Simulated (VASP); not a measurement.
## KMgF3: lattice, stiffness and zone-centre modes

What lattice, stiffness and vibrations does KMgF3 have at one level of theory? The starting structure is a measured crystal structure from the Crystallography Open Database. All runs use PBEsol.

Calculated with VASP 6.6.1; Kohn-Sham DFT with plane waves and PAW; PBEsol.

## (1) The structure

The structure is cubic, space group Pm-3m (No. 221). The conventional cell has a = 3.990 Å, b = 3.990 Å, c = 3.990 Å, α = 90.00°, β = 90.00°, γ = 90.00°. Nearest to K lie 12 F at 2.82 Å. Nearest to Mg lie 6 F at 1.99 Å. Nearest to F lie 2 Mg at 1.99 Å and 4 K at 2.82 Å. Farther neighbours and most contacts between anions are not listed.

Coordinates:

```cif
data_structure
_symmetry_space_group_name_H-M 'Pm-3m'
_symmetry_Int_Tables_number 221
_cell_length_a 3.9897
_cell_length_b 3.9897
_cell_length_c 3.9897
_cell_angle_alpha 90.000
_cell_angle_beta 90.000
_cell_angle_gamma 90.000
_cell_volume 63.51
loop_
_atom_site_label
_atom_site_type_symbol
_atom_site_symmetry_multiplicity
_atom_site_Wyckoff_symbol
_atom_site_fract_x
_atom_site_fract_y
_atom_site_fract_z
_atom_site_occupancy
K1 K 1 b 0.50000 0.50000 0.50000 1
Mg1 Mg 1 a 0.00000 0.00000 0.00000 1
F1 F 3 d 0.00000 0.00000 0.50000 1
```

## (2) Relaxation

This run starts from the cell of an earlier relaxation, which isn't shown; the restart sets up the plane waves anew.

File INCAR:

```
SYSTEM = KMgF3
PREC = Accurate
ENCUT = 560
EDIFF = 1E-07
NELM = 100
ISMEAR = 0
SIGMA = 0.03
LREAL = .FALSE.
ALGO = Normal
GGA = PS
NBANDS = 22
LORBIT = 11
LWAVE = .FALSE.
LCHARG = .FALSE.
KPAR = 8
IBRION = 2
NSW = 50
ISIF = 3
EDIFFG = -0.002
```

File POSCAR:

```
KMgF3
1.0
    3.9846332454      0.0000000000      0.0000000000
    0.0000000000      3.9846332454      0.0000000000
    0.0000000000      0.0000000000      3.9846332454
K Mg F
1 1 3
Direct
    0.5000000000      0.5000000000      0.5000000000
    0.0000000000      0.0000000000      0.0000000000
    0.0000000000      0.0000000000      0.5000000000
    0.0000000000      0.5000000000      0.0000000000
    0.5000000000      0.0000000000      0.0000000000
```

File KPOINTS:

```
Automatic mesh
0
Gamma
6 6 6
0 0 0
```

PAW data sets: K_sv, Mg and F (PBE family, release 64).

On the command line:

```console
> mpirun -np 8 vasp_std
```

The log of the run:

```text
[banner, memory and clock lines left out]
running    8 mpi-ranks, on    1 nodes
 distrk:  each k-point on    1 cores,    8 groups
 distr:  one band on    1 cores,    1 groups

 POSCAR found type information on POSCAR K MgF
 POSCAR found :  3 types and       5 ions
|                                                                             |
|           W    W    AA    RRRRR   N    N  II  N    N   GGGG   !!!           |
|           W    W   A  A   R    R  NN   N  II  NN   N  G    G  !!!           |
|           W    W  A    A  R    R  N N  N  II  N N  N  G       !!!           |
|           W WW W  AAAAAA  RRRRR   N  N N  II  N  N N  G  GGG   !            |
|           WW  WW  A    A  R   R   N   NN  II  N   NN  G    G                |
|           W    W  A    A  R    R  N    N  II  N    N   GGGG   !!!           |
|                                                                             |
|     For optimal performance we recommend to set                             |
|       NCORE = 2 up to number-of-cores-per-socket                            |
|     NCORE specifies how many cores store one orbital (NPAR=cpu/NCORE).      |
|     This setting can greatly improve the performance of VASP for DFT.       |
|     The default, NCORE=1 might be grossly inefficient on modern             |
|     multi-core architectures or massively parallel machines. Do your        |
|     Unfortunately you need to use the default for GW and RPA                |
|     calculations (for HF NCORE is supported but not extensively tested      |
|     yet).                                                                   |
|                                                                             |

|                                                                             |
|               ----> ADVICE to this user running VASP <----                  |
|                                                                             |
|     You enforced a specific xc type in the INCAR file but a different       |
|     [... a line on the potential file left out ...]
|     I HOPE YOU KNOW WHAT YOU ARE DOING!                                     |
|                                                                             |

 LDA part: xc-table for (Slater+PW92), standard interpolation
 POSCAR, INCAR and KPOINTS ok, starting setup
 FFT: planning ... GRIDC
 FFT: planning ... GRID_SOFT
 FFT: planning ... GRID
 WAVECAR not read
 entering main loop
       N       E                     dE             d eps       ncg     rms          rms(c)
DAV:   1     0.242053447467E+03    0.24205E+03   -0.18090E+04   904   0.147E+03
DAV:   2    -0.144715510025E+02   -0.25652E+03   -0.24578E+03  1118   0.371E+02
DAV:   3    -0.265740003288E+02   -0.12102E+02   -0.12058E+02  1210   0.774E+01
DAV:   4    -0.271356140367E+02   -0.56161E+00   -0.56050E+00  1392   0.972E+00
DAV:   5    -0.271370266737E+02   -0.14126E-02   -0.14126E-02  1126   0.547E-01    0.814E+00
DAV:   6    -0.253006485877E+02    0.18364E+01   -0.65958E+00  1000   0.190E+01    0.396E+00
DAV:   7    -0.252747897143E+02    0.25859E-01   -0.19768E-01  1174   0.288E+00    0.242E+00
DAV:   8    -0.252653990824E+02    0.93906E-02   -0.70391E-02  1072   0.262E+00    0.304E-01
DAV:   9    -0.252649706178E+02    0.42846E-03   -0.17505E-02  1106   0.937E-01    0.149E-01
DAV:  10    -0.252649687537E+02    0.18640E-05   -0.14117E-03  1150   0.274E-01    0.989E-02
DAV:  11    -0.252649659022E+02    0.28516E-05   -0.20309E-05  1094   0.376E-02    0.681E-02
DAV:  12    -0.252649610138E+02    0.48883E-05   -0.11659E-04   922   0.840E-02    0.113E-02
DAV:  13    -0.252649611465E+02   -0.13264E-06   -0.50285E-06  1146   0.150E-02    0.382E-03
DAV:  14    -0.252649610063E+02    0.14020E-06   -0.64313E-07  1064   0.519E-03    0.242E-03
DAV:  15    -0.252649608729E+02    0.13338E-06   -0.18086E-07   840   0.332E-03    0.689E-04
DAV:  16    -0.252649608916E+02   -0.18652E-07   -0.12592E-08   506   0.832E-04
   1 F= -.25264961E+02 E0= -.25264961E+02  d E =-.252650E+02
 curvature:   0.00 expect dE= 0.000E+00 dE for cont linesearch  0.000E+00
 trial: gam= 0.00000 g(F)=  0.000E+00 g(S)=  0.238E-05 ort = 0.000E+00 (trialstep = 0.100E+01)
 search vector abs. value=  0.238E-05
 reached required accuracy - stopping structural energy minimisation
```

The job ended after 3.8 s (8 MPI ranks of Intel Xeon 6975P-C (Granite Rapids), shared host; peak memory 1.6 GiB).

Lines that name or quote the potential files are left out of all logs, and their timing lines are given in words.

From OUTCAR (step 2):

```text
ion  position               nearest neighbor table
   1  0.500  0.500  0.500-   3 2.82   4 2.82   5 2.82   4 2.82   5 2.82   3 2.82   5 2.82   5 2.82
                             3 2.82   4 2.82   4 2.82   3 2.82   2 3.45   2 3.45   2 3.45   2 3.45
   2  0.000  0.000  0.000-   3 1.99   4 1.99   5 1.99   3 1.99   4 1.99   5 1.99   1 3.45   1 3.45
                             1 3.45   1 3.45   1 3.45   1 3.45   1 3.45   1 3.45
   3  0.000  0.000  0.500-   2 1.99   2 1.99   1 2.82   1 2.82   1 2.82   1 2.82
   4  0.000  0.500  0.000-   2 1.99   2 1.99   1 2.82   1 2.82   1 2.82   1 2.82
   5  0.500  0.000  0.000-   2 1.99   2 1.99   1 2.82   1 2.82   1 2.82   1 2.82

  LATTYP: Found a simple cubic cell.
 ALAT       =     3.9846332454

 Subroutine GETGRP returns: Found 48 space group operations
 (whereof 48 operations were pure point group operations)

The static configuration has the point symmetry O_h .

 Found     20 irreducible k-points:

   k-points           NKPTS =     20   k-points in BZ     NKDIM =     20   number of bands    NBANDS=     22

   dimension x,y,z NGX =    32 NGY =   32 NGZ =   32
   dimension x,y,z NGXF=    64 NGYF=   64 NGZF=   64

   ENCUT  =  560.0 eV  41.16 Ry    6.42 a.u.   7.69  7.69  7.69*2*pi/ulx,y,z

   NELECT =      32.0000    total number of electrons

 k-points in reciprocal lattice and weights: Automatic mesh
   0.00000000  0.00000000  0.00000000       0.005
   0.16666667  0.00000000  0.00000000       0.028
   0.33333333  0.00000000  0.00000000       0.028
   0.50000000  0.00000000  0.00000000       0.014
   0.16666667  0.16666667  0.00000000       0.056
   0.33333333  0.16666667  0.00000000       0.111
   0.50000000  0.16666667  0.00000000       0.056
   0.33333333  0.33333333  0.00000000       0.056
   0.50000000  0.33333333  0.00000000       0.056
[...]
0.50000000  0.50000000  0.33333333       0.028
   0.50000000  0.50000000  0.50000000       0.005

 average (electrostatic) potential at core
       1 -34.3061       2 -37.9898       3 -77.4231       4 -77.4231       5 -77.4231

 E-fermi :  -1.4545

 k-point     1 :       0.0000    0.0000    0.0000
  band No.  band energies     occupation
    ...
     12      -2.3356      2.00000
     13      -2.3356      2.00000
     14      -2.0277      2.00000
     15      -2.0277      2.00000
     16      -2.0277      2.00000
     17       5.4272      0.00000
     18       8.2409      0.00000
     19       8.2409      0.00000
     20      10.4367      0.00000
     21      10.4367      0.00000
    ...

 k-point     2 :       0.1667    0.0000    0.0000
  band No.  band energies     occupation
    ...
     12      -2.3935      2.00000
     13      -2.3935      2.00000
     14      -2.2931      2.00000
     15      -2.0819      2.00000
     16      -2.0819      2.00000
     17       5.9155      0.00000
     18       8.4915      0.00000
     19       8.5327      0.00000
     20      10.5711      0.00000
     21      10.5856      0.00000
    ...

 k-point     3 :       0.3333    0.0000    0.0000
  band No.  band energies     occupation
    ...
     12      -2.5289      2.00000
     13      -2.5148      2.00000
     14      -2.5148      2.00000
     15      -2.1876      2.00000
     16      -2.1876      2.00000
     17       7.1025      0.00000
     18       8.9912      0.00000
     19       9.0226      0.00000
     20      10.8867      0.00000
     21      10.8881      0.00000
    ...

  Total        0.0090603      0.0090603      0.0090603      0.0000000      0.0000000     -0.0000000
  in kB        0.2294492      0.2294492      0.2294492      0.0000000      0.0000000     -0.0000000
  external PRESSURE =       0.2294492 kB  Pullay stress =       0.0000000 kB

  energy-cutoff  :      560.00
  volume of cell :       63.27
      direct lattice vectors                 reciprocal lattice vectors
     3.984633245  0.000000000  0.000000000     0.250964126  0.000000000  0.000000000
     0.000000000  3.984633245  0.000000000     0.000000000  0.250964126  0.000000000
     0.000000000  0.000000000  3.984633245     0.000000000  0.000000000  0.250964126

 POSITION                                       TOTAL-FORCE (eV/Angst)
 -----------------------------------------------------------------------------------
      1.99232      1.99232      1.99232         0.000000      0.000000      0.000000
      0.00000      0.00000      0.00000         0.000000      0.000000      0.000000
      0.00000      0.00000      1.99232         0.000000      0.000000      0.000000
      0.00000      1.99232      0.00000         0.000000      0.000000      0.000000
      1.99232      0.00000      0.00000         0.000000      0.000000      0.000000
 -----------------------------------------------------------------------------------
    total drift:                                0.000000      0.000000     -0.000000

  FREE ENERGIE OF THE ION-ELECTRON SYSTEM (eV)
  ---------------------------------------------------
  free  energy   TOTEN  =       -25.2649608916 eV

  energy  without entropy=      -25.2649608916  energy(sigma->0) =      -25.26496089

 reached required accuracy - stopping structural energy minimisation

 total charge
# of ion       s       p       d       tot
------------------------------------------
    1        1.955   5.578   0.029   7.562
    2        0.128   0.162   0.080   0.370
    3        1.725   4.395   0.000   6.120
    4        1.725   4.395   0.000   6.120
    5        1.725   4.395   0.000   6.120
--------------------------------------------------
tot          7.256  18.927   0.109  26.292

[... 3 further parts left out ...]
```

CONTCAR:

```
KMgF3
   1.00000000000000
     3.9846332454000000    0.0000000000000000    0.0000000000000000
     0.0000000000000000    3.9846332454000000    0.0000000000000000
     0.0000000000000000    0.0000000000000000    3.9846332454000000
  K               Mg              F
     1     1     3
Direct
     0.5000000000000000    0.5000000000000000    0.5000000000000000
     0.0000000000000000    0.0000000000000000    0.0000000000000000
     0.0000000000000000    0.0000000000000000    0.5000000000000000
     0.0000000000000000    0.5000000000000000    0.0000000000000000
     0.5000000000000000    0.0000000000000000    0.0000000000000000
```

The PAW data sets were made with PBE, which is usual practice but a small mismatch for other functionals. The run keeps the 48 symmetry operations of its start, so it cannot find a distortion of lower symmetry.

The relaxed cell holds 12.653 Å³ an atom, with a = 3.985 Å (-0.1 % against the database cell). Pressures at 0.985 and 1.015 times this volume, from two more relaxations that aren't shown, give a bulk modulus of 74.2 GPa.

## (3) Elastic constants

File INCAR:

```
SYSTEM = KMgF3
PREC = Accurate
ENCUT = 800
EDIFF = 1E-08
NELM = 100
ISMEAR = 0
SIGMA = 0.03
LREAL = .FALSE.
ALGO = Normal
GGA = PS
NBANDS = 22
LORBIT = 11
LWAVE = .FALSE.
LCHARG = .FALSE.
KPAR = 8
IBRION = 6
NFREE = 2
POTIM = 0.015
ISIF = 3
NSW = 1
```

POSCAR is that of step 2.

KPOINTS is that of step 2.

On the command line:

```console
> mpirun -np 8 vasp_std
```

The log of the run:

```text
[banner, memory and clock lines left out]
running    8 mpi-ranks, on    1 nodes
[...]
[... a notice as in an earlier step ...]

 [... a notice as in an earlier step ...]

 LDA part: xc-table for (Slater+PW92), standard interpolation
 POSCAR, INCAR and KPOINTS ok, starting setup
[...]
entering main loop
       N       E                     dE             d eps       ncg     rms          rms(c)
DAV:   1     0.297508079364E+03    0.29751E+03   -0.21750E+04   896   0.194E+03
DAV:   2    -0.115937856535E+02   -0.30910E+03   -0.29340E+03  1108   0.427E+02
DAV:   3    -0.263150751456E+02   -0.14721E+02   -0.14648E+02  1108   0.912E+01
DAV:   4    -0.271429274158E+02   -0.82785E+00   -0.82650E+00  1476   0.124E+01
[...]
DAV:  16    -0.252776501305E+02   -0.27417E-07   -0.62924E-09   730   0.620E-04    0.465E-04
DAV:  17    -0.252776501549E+02   -0.24384E-07   -0.11527E-08   564   0.758E-04    0.963E-05
DAV:  18    -0.252776501573E+02   -0.24847E-08   -0.96745E-10   506   0.212E-04
[...]
2 F= -.25272132E+02 E0= -.25272132E+02  d E =-.195488E-15
   3 F= -.25270342E+02 E0= -.25270342E+02  d E =-.234133E-20
   4 F= -.25272132E+02 E0= -.25272132E+02  d E =-.194874E-15
   5 F= -.25270342E+02 E0= -.25270342E+02  d E =-.234038E-20
   6 F= -.25272132E+02 E0= -.25272132E+02  d E =-.194703E-15
   7 F= -.25270342E+02 E0= -.25270342E+02  d E =-.235396E-20
   8 F= -.25275555E+02 E0= -.25275555E+02  d E =-.628761E-20
   9 F= -.25275555E+02 E0= -.25275555E+02  d E =-.625447E-20
  10 F= -.25275555E+02 E0= -.25275555E+02  d E =-.629277E-20
  11 F= -.25275555E+02 E0= -.25275555E+02  d E =-.625519E-20
  12 F= -.25275555E+02 E0= -.25275555E+02  d E =-.629511E-20
  13 F= -.25275555E+02 E0= -.25275555E+02  d E =-.625814E-20
  14 F= -.25277403E+02 E0= -.25277403E+02  d E =-.151916E-20
  15 F= -.25277403E+02 E0= -.25277403E+02  d E =-.152164E-20
  16 F= -.25276600E+02 E0= -.25276600E+02  d E =-.174847E-20
  17 F= -.25276600E+02 E0= -.25276600E+02  d E =-.174750E-20
  18 F= -.25277331E+02 E0= -.25277331E+02  d E =-.162592E-20
  19 F= -.25277331E+02 E0= -.25277331E+02  d E =-.161865E-20
  20 F= -.25276413E+02 E0= -.25276413E+02  d E =-.181978E-20
  21 F= -.25276413E+02 E0= -.25276413E+02  d E =-.182263E-20
 Finite differences progress:
  Degree of freedom:  10/ 10
  Displacement:        2/  2
  Total:              20/ 20
```

It took 2.9 min on 8 MPI ranks; peak memory 4.2 GiB.

From OUTCAR (step 3):

```text
  Total        0.0381885      0.0381885      0.0491367      0.0000000      0.0000000     -0.0000000
  in kB        0.9671138      0.9671138      1.2443746      0.0000000      0.0000000     -0.0000000
  external PRESSURE =       1.0595341 kB  Pullay stress =       0.0000000 kB

 POSITION                                       TOTAL-FORCE (eV/Angst)
 -----------------------------------------------------------------------------------
      1.99232      1.99232      1.99232         0.000000      0.000000     -0.006379
      0.00000      0.00000      0.00000        -0.000000      0.000000     -0.096370
      0.00000      0.00000      1.97732        -0.000000      0.000000      0.164910
      0.00000      1.99232      0.00000        -0.000000      0.000000     -0.031081
      1.99232      0.00000      0.00000         0.000000      0.000000     -0.031081
 -----------------------------------------------------------------------------------
    total drift:                                0.000000      0.000000      0.000579

  FREE ENERGIE OF THE ION-ELECTRON SYSTEM (eV)
  ---------------------------------------------------
  free  energy   TOTEN  =       -25.2764126682 eV

  energy  without entropy=      -25.2764126682  energy(sigma->0) =      -25.27641267

[... 1 part as in an earlier step ...]

[... 2 further parts left out ...]
[key lines of the parts left out:]
E-fermi :  -1.5194
```

The last energy, forces and stress in OUTCAR belong to the last displaced cell, not to that of POSCAR.

The elastic tensor has C11 = 144.4, C12 = 41.6, C44 = 47.2 GPa; its Hill averages are a bulk modulus of 75.9 and a shear modulus of 48.8 GPa.

## (4) Modes of the relaxed cell

File INCAR:

```
SYSTEM = KMgF3
PREC = Accurate
ENCUT = 560
EDIFF = 1E-08
NELM = 100
ISMEAR = 0
SIGMA = 0.03
LREAL = .FALSE.
ALGO = Normal
GGA = PS
NBANDS = 22
LORBIT = 11
LWAVE = .FALSE.
LCHARG = .FALSE.
KPAR = 8
IBRION = 8
LEPSILON = .TRUE.
LPEAD = .TRUE.
ISIF = 2
```

POSCAR is that of step 3.

File KPOINTS:

```
Automatic mesh
0
Gamma
8 8 8
0 0 0
```

On the command line:

```console
> mpirun -np 8 vasp_std
```

The log of the run:

```text
[... set-up lines as in an earlier step ...]
 entering main loop
       N       E                     dE             d eps       ncg     rms          rms(c)
DAV:   1     0.240275823879E+03    0.24028E+03   -0.18368E+04  1580   0.148E+03
DAV:   2    -0.150272165794E+02   -0.25530E+03   -0.24462E+03  1988   0.374E+02
DAV:   3    -0.265640850666E+02   -0.11537E+02   -0.11491E+02  2110   0.759E+01
DAV:   4    -0.271352969360E+02   -0.57121E+00   -0.57056E+00  2450   0.991E+00
[...]
DAV:  16    -0.252650599782E+02   -0.32991E-07   -0.67006E-09  1330   0.629E-04    0.659E-04
DAV:  17    -0.252650600118E+02   -0.33576E-07   -0.16149E-08  1170   0.909E-04    0.733E-05
DAV:  18    -0.252650600154E+02   -0.36421E-08   -0.11075E-09   854   0.230E-04
   1 F= -.25265060E+02 E0= -.25265060E+02  d E =-.232372E-23
 Linear response reoptimize wavefunctions to high precision
DAV:   1    -0.252650600140E+02    0.13970E-08   -0.28799E-10   896   0.987E-05
DAV:   2    -0.252650600140E+02   -0.38199E-10   -0.10939E-10   854   0.447E-05
 Linear response to external field (no local field effect), progress :
[...]
RMM:  15    -0.535284089175E+00   -0.17157E-08   -0.38287E-09  9572   0.102E-05    0.202E-06
 first order change of Fermi-energy  -0.16983E-02
 force on displaced ion       3 direction 1 :  -2.806   0.000   0.000
 Born effective charge ion    3 direction 1 :  -0.964   0.000   0.000
 Linear response progress:
  Degree of freedom:   4/  4
       N       E                     dE             d eps       ncg     rms          rms(c)
RMM:   1    -0.534306157913E+00   -0.53431E+00    0.77345E-01  5591   0.386E+00
RMM:   2    -0.533746725958E+00    0.55943E-03   -0.65220E-03  5416   0.499E-01    0.106E-01
RMM:   3    -0.535216486566E+00   -0.14698E-02   -0.64312E-04  5255   0.133E-01    0.585E-02
RMM:   4    -0.537272648108E+00   -0.20562E-02   -0.59685E-04  5287   0.125E-01    0.128E-02
[...]
RMM:  11    -0.537173930916E+00   -0.18311E-06   -0.54173E-08  7037   0.158E-04    0.500E-06
RMM:  12    -0.537173895063E+00    0.35853E-07    0.10368E-08  6799   0.691E-05    0.172E-06
RMM:  13    -0.537173885794E+00    0.92688E-08   -0.90981E-09  6645   0.329E-05    0.138E-06
 first order change of Fermi-energy  -0.35658E-04
 force on displaced ion       3 direction 3 :  -0.000  -0.000 -10.962
 Born effective charge ion    3 direction 3 :   0.000   0.000  -1.250
 Born effective charges drift removed
 Linear response finished
```

The job ended after 1.8 min (8 MPI ranks; peak memory 5.7 GiB).

Parts of OUTCAR (step 4):

```text
  Total        0.0101229      0.0101229      0.0101229      0.0000000      0.0000000     -0.0000000
  in kB        0.2563592      0.2563592      0.2563592      0.0000000      0.0000000     -0.0000000
  external PRESSURE =       0.2563592 kB  Pullay stress =       0.0000000 kB

 MACROSCOPIC STATIC DIELECTRIC TENSOR (including local field effects in DFT)
 ------------------------------------------------------
           2.096199     0.000000     0.000000
          -0.000000     2.096199     0.000000
          -0.000000    -0.000000     2.096199
 ------------------------------------------------------

 MACROSCOPIC STATIC DIELECTRIC TENSOR IONIC CONTRIBUTION
 ------------------------------------------------------
           4.612404     0.000000    -0.000000
           0.000000     4.612404    -0.000000
          -0.000000    -0.000000     4.612404
 ------------------------------------------------------

[... 2 parts as in an earlier step ...]

[... 1 further part left out ...]
```

The zone-centre modes at 12.653 Å³ an atom are T1u (3) 468.8, T1u (2) 284.4, T2u 185.1, T1u (1) 148.1 cm⁻¹.

[end of part 1 of 2]

[Lines on the potential files, build, host, timing and source positions are cut from VASP's logs without a mark.]

[Logs are printed without paths, hosts, clocks, repeated set-up lines and the standing remarks that a program may print on its own settings, such as how far it seeks lower states.]

[Hosts, paths, dates, database ids (printed as entryN), source tags and the programs' standing remarks are cut or masked in the printed files.]
